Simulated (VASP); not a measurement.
A convergence study with VASP on ZnO (wurtzite): one setting is varied, all else stays as given below, so the limit is that of these other settings. Each run relaxes cell and ions from the cell shown. The basis is that of the starting cell, so low cut-offs carry a Pulay error.

```yaml
crystal:
  lattice:
    - [1.62500, -2.81458, 0.00000]
    - [1.62500, 2.81458, 0.00000]
    - [0.00000, 0.00000, 5.21000]
  atoms:
    - { symbol: Zn, position: [0.66667, 0.33333, 0.50000] }
    - { symbol: Zn, position: [0.33333, 0.66667, 0.00000] }
    - { symbol: O, position: [0.66667, 0.33333, 0.88200] }
    - { symbol: O, position: [0.33333, 0.66667, 0.38200] }
```

Method: PBEsol GGA, VASP's PBE PAW potentials (set 64) (plane waves; VASP). The tightest run used: 800 eV cut-off, 7×7×4 Γ-centred mesh, Gaussian smearing of 0.050 eV, potentials Zn O.

| setting | relaxed volume (Å³/atom) | E (eV/atom) | plane waves |
|---|---|---|---|
| ENCUT = 250 | 9.640 | -5.5673 | 446 |
| ENCUT = 300 | 10.536 | -5.0771 | 573 |
| ENCUT = 350 | 11.136 | -4.9033 | 720 |
| ENCUT = 400 | 11.555 | -4.8657 | 878 |

### Question
These are the cheaper rows. Estimate the results at ENCUT = 800, and how far the last row shown lies from them.

### Answer

```csv
quantity,tightest run,last row shown is off by
relaxed volume (Å³/atom),11.862,-0.307
E (eV/atom),-4.8550,-0.0106
```

Left out are rungs that failed or repeat a setting and relaxations that didn't move; long series are thinned to 24 rows.

The compound is ZnO in the wurtzite structure.
